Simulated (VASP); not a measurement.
The input files of a VASP run:

File POSCAR:
```
YN
1
    0.0000000000     2.4400000000     2.4400000000
    2.4400000000     0.0000000000     2.4400000000
    2.4400000000     2.4400000000     0.0000000000
Y N
1 1
Direct
  0.0000000000   0.0000000000   0.0000000000
  0.5000000000   0.5000000000   0.5000000000
```

KPOINTS:
```
Automatic mesh
0
Gamma
7 7 7
0 0 0
```

**INCAR**
```
! general
SYSTEM   =  YN
PREC     =  Accurate
ENCUT    =  520   ! plane-wave cut-off (eV)
LREAL    =  F   ! projection in real space or not
LASPH    =  T   ! aspherical one-centre terms

! electronic loop
EDIFF    =  1E-6
NELM     =  100   ! most electronic steps
ALGO     =  Normal   ! blocked Davidson
LMAXMIX  =  4

! smearing
ISMEAR   =  0
SIGMA    =  0.05

! functional
GGA      =  PE

! ions
ISIF     =  2   ! forces and stress, cell fixed

! output
LWAVE    =  F
LCHARG   =  F
```

POTCAR, in this order: Y_sv N (PBE.64 set). Program: vasp_std.

Problem. Write an equivalent input for Quantum ESPRESSO's pw.x.

Solution. One equivalent input (not run):
```
&CONTROL
  calculation = 'scf'
  pseudo_dir = './pseudo'
  outdir = './out'
  tprnfor = .true.
  tstress = .true.
/
&SYSTEM
  ibrav = 0
  nat = 2
  ntyp = 2
  ecutwfc = 84
  occupations = 'smearing'
  smearing = 'gaussian'
  degauss = 0.003675
  input_dft = 'pbe'
/
&ELECTRONS
  conv_thr = 7.3e-08
  electron_maxstep = 100
/
ATOMIC_SPECIES
  Y 88.906 Y.upf
  N 14.007 N.upf
CELL_PARAMETERS angstrom
     0.0000000    2.4400000    2.4400000
     2.4400000    0.0000000    2.4400000
     2.4400000    2.4400000    0.0000000
ATOMIC_POSITIONS crystal
  Y    0.0000000  0.0000000  0.0000000
  N    0.5000000  0.5000000  0.5000000
K_POINTS automatic
  7 7 7 0 0 0
```
The two are equivalent in intent, not identical: the potentials are each code's own (VASP's PAW set, PseudoDojo norm-conserving files in pw.x), so ENCUT and ecutwfc are chosen apart and not converted; conv_thr bounds pw.x's estimated SCF error, while EDIFF bounds the energy change between steps.

The compound is YN in the rock salt structure. The cell was not relaxed at this level.
